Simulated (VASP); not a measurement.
Level of theory: PBEsol GGA, VASP's PBE PAW potentials (set 64) (plane waves; VASP).

VASP ran on this input.

### POSCAR
```
Si
1.0
  0.0000000000   2.7178176004   2.7178176004
  2.7178176004   0.0000000000   2.7178176004
  2.7178176004   2.7178176004   0.0000000000
Si
2
Direct
  0.0000000000   0.0000000000   0.0000000000
  0.2500000000   0.2500000000   0.2500000000
```

**INCAR**
```
SYSTEM = Si
PREC = Accurate
ENCUT = 500
EDIFF = 1E-6
NELM = 100
ALGO = Normal
LREAL = .FALSE.
LASPH = .TRUE.
ISMEAR = 0
SIGMA = 0.05
GGA = PS
LWAVE = .FALSE.
LCHARG = .FALSE.
IBRION = 2
ISIF = 3
NSW = 40
EDIFFG = -0.02
```

### KPOINTS
```
Automatic mesh
0
Gamma
8 8 8
0 0 0
```

POTCAR, in this order: Si (PBE.64 set). Program: vasp_std.

### Question
What does the run give for the energy per atom (σ→0)?

### Answer

```json
{
 "energy per atom (σ→0)": "-5.745 eV/atom"
}
```

### OSZICAR
```
...
DAV:   5    -0.117118039303E+02   -0.76742E-06   -0.76763E-06   592   0.226E-02    0.495E+00
DAV:   6    -0.115585044865E+02    0.15330E+00   -0.96967E-02   584   0.158E+00    0.297E+00
DAV:   7    -0.114886537675E+02    0.69851E-01   -0.16995E-01   544   0.218E+00    0.188E-01
DAV:   8    -0.114891148044E+02   -0.46104E-03   -0.43632E-03   528   0.508E-01    0.717E-02
DAV:   9    -0.114891696821E+02   -0.54878E-04   -0.85219E-05   696   0.773E-02    0.513E-02
DAV:  10    -0.114891804630E+02   -0.10781E-04   -0.11399E-05   552   0.247E-02    0.100E-02
DAV:  11    -0.114891801973E+02    0.26563E-06   -0.21062E-07   496   0.333E-03
   1 F= -.11489180E+02 E0= -.11489180E+02  d E =-.114892E+02
```

The compound is Si in the diamond structure. It was relaxed first.
